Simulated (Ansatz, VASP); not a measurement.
# One calculation of AlSn, two programs

Contents of INCAR:

```
PREC     = Accurate       # precision mode
ENCUT    = 600            # plane-wave cutoff, eV
EDIFF    = 1E-7           # SCF threshold, eV
ISMEAR   = -1             # smearing method
SIGMA    = 0.05           # smearing width, eV
LREAL    = F              # projectors in reciprocal space
LASPH    = T              # aspherical terms in the spheres
NELM     = 100            # most SCF steps
ALGO     = Normal         # electronic algorithm
ISIF     = 3              # what is computed and relaxed
LWAVE    = F              # write WAVECAR
LCHARG   = F              # write CHGCAR
GGA      = B5             # functional
ALDAX    = 1.0          
AGGAX    = 1.0          
AGGAC    = 1.0          
ALDAC    = 0.0          
IVDW     = 12             # dispersion correction
VDW_S6   = 1.0          
VDW_S8   = 2.6996       
VDW_A1   = 0.4298       
VDW_A2   = 4.2359       
IBRION   = 2              # ionic algorithm
NSW      = 60             # ionic steps
EDIFFG   = -0.01          # ionic threshold
```

KPOINTS

```
regular mesh
0
Gamma
  7 7 8
```

The input POSCAR:

```
AlSn
1.0
    4.1981056157      0.0000000000      0.0000000000
   -2.0990528078      3.6356661109      0.0000000000
    0.0000000000      0.0000000000      3.3068470000
Sn Al
1 1
Direct
    0.3333333333      0.6666666667      0.5000000000
    0.0000000000      0.0000000000      0.0000000000
```

File input.yaml:

```yaml
crystal:
  lattice:
    - [4.1981056157, 0.0, 0.0]
    - [-2.0990528078, 3.6356661109, 0.0]
    - [0.0, 0.0, 3.306847]
  atoms:
    - { symbol: Sn, position: [0.3333333333, 0.6666666667, 0.5] }
    - { symbol: Al, position: [0.0, 0.0, 0.0] }
hamiltonian:
  xc: blyp
  pseudopotentials: { kind: paw }
  dispersion: d3bj
kpoints:
  mp_grid: { grid: [7, 7, 8] }
scf:
  occupations: { method: fermi_dirac, width: 0.05 }
output:
  forces: true
  stress: true
  eigenvalues: true
  write_density: true
  write_potential: true
  elf: true
  volumetric_format: npy
relax:
  f_tol: 0.01
  max_steps: 40
  cell: { stress_tol: 0.05 }
```

The cell comes from a database or a generator and needn't be the stable form of this composition.

Alike in both runs: task relaxation of cell and atoms; functional BLYP; dispersion D3(BJ); k mesh 7 × 7 × 8; occupations fermi-dirac, width 0.05 eV; no spin polarisation.

|  | VASP | Ansatz |
| --- | --- | --- |
| version | VASP 6.6.1 | Ansatz 0.2.0 |
| potentials or method | VASP PAW PBE potentials, release 64 (Sn_d, Al) | Ansatz PAW |
| plane-wave cutoff (eV) | 600 | 420 |
| valence electrons in the cell | 17 | 17 |

VASP gave:

```
gap on the k mesh at the Fermi level, each at its own relaxed structure (eV) : none
relaxed volume (Å³/atom)                                                     : 24.59
relaxed cell length with the largest relative difference (Å)                 : 4.145
energy change over the relaxation (meV/atom)                                 : -3
```

Problem. Which values does Ansatz return?

Solution. gap on the k mesh at the Fermi level, each at its own relaxed structure (eV): none; relaxed volume (Å³/atom): 24.55; relaxed cell length with the largest relative difference (Å): 4.142; energy change over the relaxation (meV/atom): -3.

A gap of «none» marks a metal or a gap that the smearing closes.

Caveats: pairwise dispersion overbinds metals, which lowers pressure and volume; the PAW data sets were made with another functional, which shifts forces and pressure a little (VASP); the plane-wave basis is chosen anew once the cell has moved, so the energies of steps on either side of that aren't comparable (Ansatz); the PAW data sets come from PBE, with cores solved anew for the run's functional, which leaves a small shift of forces and pressure (Ansatz).
